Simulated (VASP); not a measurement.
Consider the following.

```
CELL_PARAMETERS angstrom
      3.81811     0.00000     0.00000
     -1.90905     3.30658     0.00000
      0.00000     0.00000    24.37920
ATOMIC_POSITIONS crystal
  F  0.66667 0.33333 0.34010
  F  0.33333 0.66667 0.46805
  F  0.00000 0.00000 0.40406
  F  0.00000 0.00000 0.59594
  F  0.66667 0.33333 0.53195
  F  0.33333 0.66667 0.65990
  Cd 0.33333 0.66667 0.37220
  Cd 0.00000 0.00000 0.50000
  Cd 0.66667 0.33333 0.62780
```

These are PBEsol GGA, VASP's PBE PAW potentials (set 64) (plane waves; VASP) values and carry that method's errors. Numerical set-up: PREC = Normal, 450 eV cut-off, 6×6×1 Γ-centred mesh, Gaussian smearing of 0.050 eV, potentials F Cd.

Task: What does the run give for the energy per atom (σ→0)?

Result: 
* **energy per atom (σ→0)**: -3798 meV/atom

Only differences to runs with the same potentials and settings are physical.

The cell is a thin slab with vacuum, built from CdF2 (fluorite): (111) face.
